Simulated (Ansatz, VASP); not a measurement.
# Cross-check of WSe2 between VASP and Ansatz

Aim: how closely do two programs agree when they are given the same cell, functional and k mesh? The cell is taken from a series of runs on this material, whose earlier steps may have relaxed, scaled, displaced or heated it; both programs get it as it stands.

Calculated with Ansatz 0.2.0; plane waves, with VASP 6.6.1 beside it; dielectric response at PBEsol.

### Step 1. The starting structure

The structure is hexagonal, space group P6_3/mmc (No. 194). The conventional cell has a = 3.271 Å, b = 3.271 Å, c = 13.220 Å, α = 90.00°, β = 90.00°, γ = 120.00°. Nearest to W lie 6 Se at 2.52 Å. Nearest to Se lie 3 W at 2.52 Å. Farther neighbours and most contacts between anions are not listed.

As a file:

```xyz
6
Lattice="3.2712 0.0000 0.0000 -1.6356 2.8330 0.0000 0.0000 0.0000 13.2200" Properties=species:S:1:pos:R:3 pbc="T T T"
W     0.0000    1.8886    3.3050
W     1.6356    0.9443    9.9150
Se    0.0000    1.8886    8.2411
Se    1.6356    0.9443    1.6311
Se    0.0000    1.8886   11.5889
Se    1.6356    0.9443    4.9789
```

### Step 2. VASP: dielectric response, PBEsol

The response to a field tests empty states and converges slowly with the mesh.

Lines of VASP's logs that name or quote its potential files are left out, and so is its time.

Input file INCAR:

```
SYSTEM = WSe2
PREC = Accurate
ENCUT = 520
EDIFF = 1E-08
NELM = 120
ISMEAR = 0
SIGMA = 0.01
LREAL = .FALSE.
ALGO = Normal
GGA = PS
NBANDS = 24
LASPH = .TRUE.
LORBIT = 11
LWAVE = .FALSE.
LCHARG = .FALSE.
ISIF = 2
LEPSILON = .TRUE.
GGA_COMPAT = .FALSE.
EFERMI = MIDGAP
KPAR = 2
```

Input file POSCAR:

```
WSe2
1.0
    3.2712173602      0.0000000000      0.0000000000
   -1.6356086801      2.8329573352      0.0000000000
    0.0000000000      0.0000000000     13.2200479553
W Se
2 4
Direct
    0.3333333334      0.6666666668      0.2500000000
    0.6666666668      0.3333333334      0.7500000000
    0.3333333334      0.6666666668      0.6233820472
    0.6666666668      0.3333333334      0.1233820472
    0.3333333334      0.6666666668      0.8766179528
    0.6666666668      0.3333333334      0.3766179528
```

Input file KPOINTS:

```
Automatic mesh
0
Gamma
8 8 2
0 0 0
```

Potentials, in the order of the species: W and Se (PBE family, release 64).

Started as:

```console
> mpirun -np 2 vasp_std
```

Numbers of over 12 decimals in the logs are rounded to 6 here.

The log of the run:

```text
[banner, memory and clock lines left out]
running    2 mpi-ranks, on    1 nodes
 distrk:  each k-point on    1 cores,    2 groups
 distr:  one band on    1 cores,    1 groups

 POSCAR found type information on POSCAR W Se
 POSCAR found :  2 types and       6 ions
|                                                                             |
|               ----> ADVICE to this user running VASP <----                  |
|                                                                             |
|     You enforced a specific xc type in the INCAR file but a different       |
|     [... a line on the potential file left out ...]
|     I HOPE YOU KNOW WHAT YOU ARE DOING!                                     |
|                                                                             |

 LDA part: xc-table for (Slater+PW92), standard interpolation
 POSCAR, INCAR and KPOINTS ok, starting setup
 FFT: planning ... GRIDC
 FFT: planning ... GRID_SOFT
 FFT: planning ... GRID
 WAVECAR not read
 entering main loop
       N       E                     dE             d eps       ncg     rms          rms(c)
DAV:   1     0.185180689287E+03    0.18518E+03   -0.15585E+04   960   0.131E+03
DAV:   2    -0.329781065100E+02   -0.21816E+03   -0.20958E+03  1296   0.267E+02
DAV:   3    -0.483928302844E+02   -0.15415E+02   -0.15305E+02  1264   0.681E+01
DAV:   4    -0.487047991263E+02   -0.31197E+00   -0.31078E+00  1320   0.106E+01
DAV:   5    -0.487118094508E+02   -0.70103E-02   -0.70060E-02  1280   0.133E+00    0.326E+01
DAV:   6    -0.471307027144E+02    0.15811E+01   -0.72288E+00  1432   0.129E+01    0.131E+01
DAV:   7    -0.468630857055E+02    0.26762E+00   -0.39344E+00  1280   0.101E+01    0.766E+00
DAV:   8    -0.466821884781E+02    0.18090E+00   -0.58731E-01  1296   0.455E+00    0.738E-01
DAV:   9    -0.466809261234E+02    0.12624E-02   -0.62245E-02  1320   0.130E+00    0.414E-01
DAV:  10    -0.466800924660E+02    0.83366E-03   -0.58846E-03  1232   0.440E-01    0.229E-01
DAV:  11    -0.466800776940E+02    0.14772E-04   -0.97103E-04  1240   0.161E-01    0.132E-01
DAV:  12    -0.466800494819E+02    0.28212E-04   -0.32098E-04  1320   0.104E-01    0.404E-02
DAV:  13    -0.466800525202E+02   -0.30383E-05   -0.23529E-05  1256   0.272E-02    0.799E-03
DAV:  14    -0.466800526659E+02   -0.14577E-06   -0.20191E-06  1336   0.764E-03    0.454E-03
DAV:  15    -0.466800527633E+02   -0.97370E-07   -0.16083E-07  1288   0.248E-03    0.272E-03
DAV:  16    -0.466800526684E+02    0.94923E-07   -0.52916E-08  1168   0.113E-03    0.126E-03
DAV:  17    -0.466800526811E+02   -0.12681E-07   -0.26246E-08  1064   0.836E-04    0.646E-04
DAV:  18    -0.466800526631E+02    0.17970E-07   -0.34845E-09   720   0.388E-04    0.269E-04
DAV:  19    -0.466800526664E+02   -0.33501E-08   -0.67215E-10   656   0.171E-04
   1 F= -.46680053E+02 E0= -.46680053E+02  d E =0.000000E+00
 Linear response reoptimize wavefunctions to high precision
DAV:   1    -0.466800526662E+02    0.25193E-09   -0.22482E-10   656   0.898E-05
DAV:   2    -0.466800526663E+02   -0.14097E-09   -0.48664E-11   624   0.394E-05
DAV:   3    -0.466800526663E+02    0.63210E-10   -0.26207E-11   616   0.239E-05
 Linear response G [H, r] |phi>, progress :
  Direction:   1
       N       E                     dE             d eps       ncg     rms
RMM:   1    -0.204754742038E+03   -0.20475E+03   -0.71737E+01  2456   0.941E+01
RMM:   2    -0.163693422649E+03    0.41061E+02   -0.29165E+01  1607   0.280E+01
RMM:   3    -0.164357439966E+03   -0.66402E+00   -0.21543E+00  1680   0.440E+00
RMM:   4    -0.164397152926E+03   -0.39713E-01   -0.75897E-02  1728   0.909E-01
RMM:   5    -0.164399041424E+03   -0.18885E-02   -0.52773E-03  1768   0.204E-01
RMM:   6    -0.164399208296E+03   -0.16687E-03   -0.37001E-04  1758   0.501E-02
RMM:   7    -0.164399221403E+03   -0.13107E-04   -0.41569E-05  1823   0.139E-02
RMM:   8    -0.164399222388E+03   -0.98502E-06   -0.96020E-06  1828   0.414E-03
RMM:   9    -0.164399222650E+03   -0.26239E-06   -0.67824E-05  1774   0.171E-03
RMM:  10    -0.164399222680E+03   -0.30250E-07    0.29177E-06  1662   0.102E-03
RMM:  11    -0.164399222598E+03    0.82166E-07    0.75284E-06  1389   0.797E-04
RMM:  12    -0.164399222733E+03   -0.13448E-06    0.35142E-05  1206   0.745E-04
RMM:  13    -0.164399222713E+03    0.19710E-07    0.17639E-05  1128   0.731E-04
RMM:  14    -0.164399222712E+03    0.11007E-08    0.16884E-05  1069   0.726E-04
 Linear response G [H, r] |phi>, progress :
  Direction:   2
       N       E                     dE             d eps       ncg     rms
RMM:   1    -0.219354322869E+03   -0.21935E+03   -0.31338E+02  2448   0.922E+01
RMM:   2    -0.177917228366E+03    0.41437E+02   -0.27190E+01  1638   0.268E+01
RMM:   3    -0.178731192629E+03   -0.81396E+00   -0.24742E+00  1690   0.425E+00
RMM:   4    -0.178772951630E+03   -0.41759E-01   -0.96008E-02  1724   0.915E-01
[...]
RMM:   2    -0.172467723944E+03    0.37681E+02   -0.32609E+01  1550   0.256E+01
RMM:   3    -0.173439708159E+03   -0.97198E+00   -0.24216E+00  1663   0.415E+00
RMM:   4    -0.173514164311E+03   -0.74456E-01   -0.13415E-01  1697   0.819E-01
RMM:   5    -0.173515769629E+03   -0.16053E-02   -0.81999E-03  1714   0.187E-01
RMM:   6    -0.173515889544E+03   -0.11992E-03   -0.12608E-03  1772   0.449E-02
RMM:   7    -0.173515849014E+03    0.40531E-04   -0.18100E-04  1805   0.124E-02
[...]
RMM:  12    -0.491112884703E+01    0.49147E-08   -0.96168E-09   904   0.119E-04
 change of polarisation eV/A/(eV/A) component  2 :    -0.835     9.822    -0.000
 dielectric tensor                  component  2 :    -1.233    15.508    -0.000
 Linear response to external field (no local field effect), progress :
  Direction:   3
       N       E                     dE             d eps       ncg     rms          rms(c)
RMM:   1    -0.302845668556E+01   -0.30285E+01   -0.14362E+01  1878   0.803E+00
RMM:   2    -0.319057254156E+01   -0.16212E+00   -0.13506E-01  1538   0.154E+00
RMM:   3    -0.319425894349E+01   -0.36864E-02   -0.53263E-03  1673   0.243E-01
RMM:   4    -0.319448539123E+01   -0.22645E-03   -0.40827E-04  1700   0.494E-02
RMM:   5    -0.319450294694E+01   -0.17556E-04   -0.37549E-05  1744   0.119E-02
RMM:   6    -0.319450405965E+01   -0.11127E-05   -0.33753E-06  1558   0.302E-03
RMM:   7    -0.319450414960E+01   -0.89951E-07   -0.79755E-07  1387   0.905E-04
RMM:   8    -0.319450415927E+01   -0.96668E-08   -0.14421E-07  1212   0.358E-04
RMM:   9    -0.319450416133E+01   -0.20580E-08   -0.28030E-07  1096   0.209E-04
RMM:  10    -0.319450416169E+01   -0.36492E-09    0.90839E-07   962   0.177E-04
RMM:  11    -0.319450415107E+01    0.10625E-07   -0.13865E-06   898   0.171E-04
RMM:  12    -0.319450415790E+01   -0.68346E-08   -0.38311E-07   867   0.169E-04
RMM:  13    -0.319450414965E+01    0.82566E-08   -0.16007E-06   825   0.170E-04
 change of polarisation eV/A/(eV/A) component  3 :    -0.000     0.000     6.389
 dielectric tensor                  component  3 :    -0.000     0.000    10.437
 Linear response to external field, progress :
  Direction:   1
       N       E                     dE             d eps       ncg     rms          rms(c)
RMM:   1    -0.471919466717E+01   -0.47192E+01   -0.28627E+01  3923   0.871E+00
RMM:   2    -0.492086880238E+01   -0.20167E+00   -0.24957E-01  3272   0.183E+00    0.371E+00
RMM:   3    -0.479719535524E+01    0.12367E+00   -0.10942E-01  3501   0.153E+00    0.209E+00
RMM:   4    -0.495020692605E+01   -0.15301E+00   -0.12389E-01  3426   0.159E+00    0.296E-01
RMM:   5    -0.498222774776E+01   -0.32021E-01   -0.45009E-03  3588   0.316E-01    0.433E-02
RMM:   6    -0.497737597280E+01    0.48518E-02   -0.24558E-04  3603   0.504E-02    0.160E-02
RMM:   7    -0.497719086217E+01    0.18511E-03   -0.35346E-05  3635   0.174E-02    0.683E-03
RMM:   8    -0.497797667506E+01   -0.78581E-03    0.15146E-05  3627   0.783E-03    0.196E-03
RMM:   9    -0.497825912566E+01   -0.28245E-03   -0.20300E-06  3653   0.321E-03    0.922E-04
RMM:  10    -0.497825075003E+01    0.83756E-05    0.70448E-06  3656   0.163E-03    0.198E-04
RMM:  11    -0.497824106853E+01    0.96815E-05    0.60916E-06  3799   0.399E-04    0.897E-05
RMM:  12    -0.497824282067E+01   -0.17521E-05   -0.12004E-06  3392   0.200E-04    0.233E-05
RMM:  13    -0.497824386862E+01   -0.10479E-05   -0.22806E-06  2350   0.121E-04    0.554E-06
 change of polarisation eV/A/(eV/A) component  1 :     9.398    -0.235     0.000
 dielectric tensor                  component  1 :    14.880    -0.346     0.000
 Linear response to external field, progress :
  Direction:   2
       N       E                     dE             d eps       ncg     rms          rms(c)
RMM:   1    -0.472405034396E+01   -0.47241E+01   -0.28676E+01  3925   0.870E+00
RMM:   2    -0.492126857547E+01   -0.19722E+00   -0.24361E-01  3291   0.183E+00    0.371E+00
RMM:   3    -0.479728169801E+01    0.12399E+00   -0.10872E-01  3491   0.153E+00    0.209E+00
RMM:   4    -0.495021206505E+01   -0.15293E+00   -0.12355E-01  3438   0.159E+00    0.297E-01
RMM:   5    -0.498063194022E+01   -0.30420E-01   -0.44869E-03  3613   0.312E-01    0.505E-02
RMM:   6    -0.497857715195E+01    0.20548E-02   -0.21189E-04  3644   0.597E-02    0.202E-02
RMM:   7    -0.497689816096E+01    0.16790E-02    0.15561E-06  3667   0.184E-02    0.901E-03
RMM:   8    -0.497802693215E+01   -0.11288E-02    0.51441E-06  3610   0.104E-02    0.181E-03
RMM:   9    -0.497821562909E+01   -0.18870E-03    0.39529E-06  3725   0.275E-03    0.806E-04
RMM:  10    -0.497824842261E+01   -0.32794E-04    0.50296E-06  3656   0.123E-03    0.284E-04
RMM:  11    -0.497824821126E+01    0.21135E-06    0.45603E-06  3805   0.550E-04    0.115E-04
RMM:  12    -0.497824641559E+01    0.17957E-05   -0.55467E-07  3443   0.230E-04    0.293E-05
RMM:  13    -0.497824514547E+01    0.12701E-05   -0.31690E-06  2585   0.129E-04    0.101E-05
RMM:  14    -0.497824563110E+01   -0.48563E-06   -0.21665E-06  1827   0.109E-04    0.232E-06
 change of polarisation eV/A/(eV/A) component  2 :    -0.229     9.398     0.000
 dielectric tensor                  component  2 :    -0.338    14.880     0.000
 Linear response to external field, progress :
  Direction:   3
       N       E                     dE             d eps       ncg     rms          rms(c)
RMM:   1    -0.302845668556E+01   -0.30285E+01   -0.14362E+01  1878   0.803E+00
RMM:   2    -0.319057298973E+01   -0.16212E+00   -0.13507E-01  1540   0.154E+00    0.400E+00
RMM:   3    -0.212266744216E+01    0.10679E+01   -0.37856E+00  1534   0.529E+00    0.142E+00
RMM:   4    -0.211792284441E+01    0.47446E-02   -0.61880E-01  1685   0.191E+00    0.781E-01
RMM:   5    -0.214862153652E+01   -0.30699E-01   -0.88889E-02  1578   0.110E+00    0.303E-01
RMM:   6    -0.215769568101E+01   -0.90741E-02   -0.13465E-02  1589   0.376E-01    0.142E-01
RMM:   7    -0.216718641558E+01   -0.94907E-02   -0.28344E-03  1723   0.164E-01    0.338E-02
RMM:   8    -0.216600456606E+01    0.11818E-02   -0.15837E-04  1735   0.404E-02    0.150E-02
RMM:   9    -0.216624388376E+01   -0.23932E-03   -0.50012E-05  1761   0.140E-02    0.706E-03
RMM:  10    -0.216613963701E+01    0.10425E-03   -0.54342E-05  1752   0.614E-03    0.167E-03
RMM:  11    -0.216616070245E+01   -0.21065E-04   -0.31121E-05  1793   0.336E-03    0.638E-04
RMM:  12    -0.216616462619E+01   -0.39237E-05   -0.17470E-05  1753   0.104E-03    0.172E-04
RMM:  13    -0.216616315920E+01    0.14670E-05    0.18052E-05  1720   0.287E-04    0.118E-04
RMM:  14    -0.216616456672E+01   -0.14075E-05   -0.12948E-05  1706   0.235E-04    0.252E-05
RMM:  15    -0.216616368358E+01    0.88314E-06    0.27587E-06  1438   0.134E-04    0.249E-05
RMM:  16    -0.216616289478E+01    0.78880E-06   -0.45749E-06   848   0.981E-05    0.957E-06
 change of polarisation eV/A/(eV/A) component  3 :    -0.000     0.000     4.080
 dielectric tensor                  component  3 :    -0.000     0.000     7.026
 Born effective charges drift removed
```

OUTCAR, selected parts (step 2):

```text
ion  position               nearest neighbor table
   1  0.333  0.667  0.250-   4 2.52   6 2.52   4 2.52   6 2.52   4 2.52   6 2.52
   2  0.667  0.333  0.750-   3 2.52   5 2.52   3 2.52   5 2.52   3 2.52   5 2.52
   3  0.333  0.667  0.623-   2 2.52   2 2.52   2 2.52
   4  0.667  0.333  0.123-   1 2.52   1 2.52   1 2.52
   5  0.333  0.667  0.877-   2 2.52   2 2.52   2 2.52
   6  0.667  0.333  0.377-   1 2.52   1 2.52   1 2.52

  LATTYP: Found a hexagonal cell.
 ALAT       =     3.2712173602
 C/A-ratio  =     4.0413236112

 Subroutine GETGRP returns: Found 24 space group operations
 (whereof 12 operations were pure point group operations)

The static configuration has the point symmetry D_3d.
 The point group associated with its full space group is D_6h.

 Found     20 irreducible k-points:

   k-points           NKPTS =     20   k-points in BZ     NKDIM =     20   number of bands    NBANDS=     24

   dimension x,y,z NGX =    24 NGY =   24 NGZ =   98
   dimension x,y,z NGXF=    48 NGYF=   48 NGZF=  196

   ENCUT  =  520.0 eV  38.22 Ry    6.18 a.u.   6.08  6.08 24.58*2*pi/ulx,y,z

   NELECT =      36.0000    total number of electrons

 k-points in reciprocal lattice and weights: Automatic mesh
   0.00000000  0.00000000  0.00000000       0.008
   0.12500000  0.00000000  0.00000000       0.047
   0.25000000  0.00000000  0.00000000       0.047
   0.37500000  0.00000000  0.00000000       0.047
   0.50000000  0.00000000  0.00000000       0.023
   0.12500000  0.12500000  0.00000000       0.047
   0.25000000  0.12500000  0.00000000       0.094
   0.37500000  0.12500000  0.00000000       0.094
   0.25000000  0.25000000  0.00000000       0.047
[...]
0.25000000  0.25000000  0.50000000       0.047
   0.37500000  0.25000000  0.50000000       0.047

 average (electrostatic) potential at core
       1 -40.5484       2 -40.5484       3 -53.2737       4 -53.2737       5 -53.2737
       6 -53.2737

  Total       -0.1859038     -0.1859038     -0.0992419      0.0000000      0.0000000      0.0000000
  in kB       -2.4311753     -2.4311753     -1.2978458      0.0000000      0.0000000      0.0000000
  external PRESSURE =      -2.0533988 kB  Pullay stress =       0.0000000 kB

  energy-cutoff  :      520.00
  volume of cell :      122.51
      direct lattice vectors                 reciprocal lattice vectors
     3.271217360  0.000000000  0.000000000     0.305696592  0.176494010  0.000000000
    -1.635608680  2.832957335  0.000000000     0.000000000  0.352988020  0.000000000
     0.000000000  0.000000000 13.220047955     0.000000000  0.000000000  0.075642691

 POSITION                                       TOTAL-FORCE (eV/Angst)
 -----------------------------------------------------------------------------------
      0.00000      1.88864      3.30501         0.000000     -0.000000      0.000000
      1.63561      0.94432      9.91504         0.000000      0.000000      0.000000
      0.00000      1.88864      8.24114        -0.000000     -0.000000      0.013310
      1.63561      0.94432      1.63112         0.000000      0.000000      0.013310
      0.00000      1.88864     11.58893        -0.000000     -0.000000     -0.013310
      1.63561      0.94432      4.97891         0.000000      0.000000     -0.013310
 -----------------------------------------------------------------------------------
    total drift:                               -0.000000     -0.000000      0.000000

 MACROSCOPIC STATIC DIELECTRIC TENSOR (including local field effects in DFT)
 ------------------------------------------------------
          14.880384     0.000000    -0.000000
          -0.000000    14.880384     0.000000
          -0.000000     0.000000     7.026500
 ------------------------------------------------------

 PIEZOELECTRIC TENSOR (including local field effects)  for field in x, y, z        (C/m^2)
          XX          YY          ZZ          XY          YZ          ZX
  --------------------------------------------------------------------------------
  x     0.00000     0.00000     0.00000     0.00000     0.00000     0.00000
  y     0.00000     0.00000     0.00000     0.00000     0.00000     0.00000
  z     0.00000     0.00000     0.00000     0.00000     0.00000     0.00000

 BORN EFFECTIVE CHARGES (including local field effects) (in |e|, cummulative output)
 ---------------------------------------------------------------------------------
 ion    1
    1    -1.36157     0.00000     0.00000
    2     0.00000    -1.36157     0.00000
    3     0.00000    -0.00000    -0.74616
 ion    2
    1    -1.36157     0.00000     0.00000
    2     0.00000    -1.36157     0.00000
    3     0.00000    -0.00000    -0.74616
 ion    3
    1     0.68079     0.00000     0.00000
    2     0.00000     0.68079     0.00000
    3     0.00000     0.00000     0.37308
 ion    4
    1     0.68079     0.00000     0.00000
    2     0.00000     0.68079     0.00000
    3     0.00000    -0.00000     0.37308
 ion    5
    1     0.68079     0.00000     0.00000
    2     0.00000     0.68079     0.00000
    3     0.00000    -0.00000     0.37308
 ion    6
    1     0.68079     0.00000     0.00000
    2     0.00000     0.68079     0.00000
    3    -0.00000     0.00000     0.37308
```

This run has no spin polarisation, so a moment on W, if there is one, isn't seen. The dielectric response converges more slowly with the mesh than energies do, so tensor and charges may still move on a finer one.

(Part 1 of 2 ends here.)

[Lines on the potential files, build, host, timing and source positions are cut from VASP's logs without a mark.]

[Logs are printed without paths, hosts, clocks, repeated set-up lines and the standing remarks that a program may print on its own settings, such as how far it seeks lower states.]

[Hosts, paths, dates, database ids (printed as entryN), source tags and the programs' standing remarks are cut or masked in the printed files.]
